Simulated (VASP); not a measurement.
Calculation: PBE GGA, VASP's PBE PAW potentials (set 64) (plane waves; VASP).

The input files of a VASP run:

### INCAR
```
ALGO  =  Normal
EDIFF  =  1E-6
ENCUT  =  180
GGA  =  PE
ISIF  =  2
ISMEAR  =  0
LASPH  =  .TRUE.
LCHARG  =  .FALSE.
LMAXMIX  =  4
LREAL  =  .FALSE.
LWAVE  =  .FALSE.
NELM  =  100
PREC  =  Accurate
SIGMA  =  0.01
SYSTEM  =  PbSe
```

POSCAR:
```
PbSe
1
    0.0000000000     3.1545790000     3.1545790000
    3.1545790000     0.0000000000     3.1545790000
    3.1545790000     3.1545790000     0.0000000000
Pb Se
1 1
Direct
  0.0000000000   0.0000000000   0.0000000000
  0.5000000000   0.5000000000   0.5000000000
```

### KPOINTS
```
Automatic mesh
0
Gamma
6 6 6
0 0 0
```

POTCAR, in this order: Pb_d Se (PBE.64 set). Program: vasp_std.

At this cut-off the stress carries a Pulay error, which pulls relaxed volumes low.

Problem. Predict the energy per atom (σ→0), pressure.

Solution. 
```json
{
  "energy per atom (σ→0)": "-3.779 eV/atom",
  "pressure": "-375.1 kbar"
}
```

File OSZICAR:
```
...
DAV:   7    -0.755048382610E+01   -0.59807E-02   -0.15423E-01   490   0.255E+00    0.104E+00
DAV:   8    -0.755795863477E+01   -0.74748E-02   -0.15203E-02   472   0.866E-01    0.225E-01
DAV:   9    -0.755734409591E+01    0.61454E-03   -0.32879E-03   490   0.317E-01    0.651E-02
DAV:  10    -0.755747558396E+01   -0.13149E-03   -0.33671E-04   478   0.179E-01    0.141E-02
DAV:  11    -0.755748325027E+01   -0.76663E-05   -0.40287E-05   532   0.322E-02    0.171E-02
DAV:  12    -0.755748184230E+01    0.14080E-05   -0.94375E-06   496   0.239E-02    0.126E-03
DAV:  13    -0.755748214394E+01   -0.30164E-06   -0.64820E-07   308   0.473E-03
   1 F= -.75574821E+01 E0= -.75574821E+01  d E =-.165068E-12
```

The structure comes from a computed database's PbSe entry; how it stands against other phases isn't given here. The cell was not relaxed at this level, and its volume differs by +9.3 % from the start's. The run is one of a series of settings (ENCUT = 180 against the base run), some of them coarse on purpose.
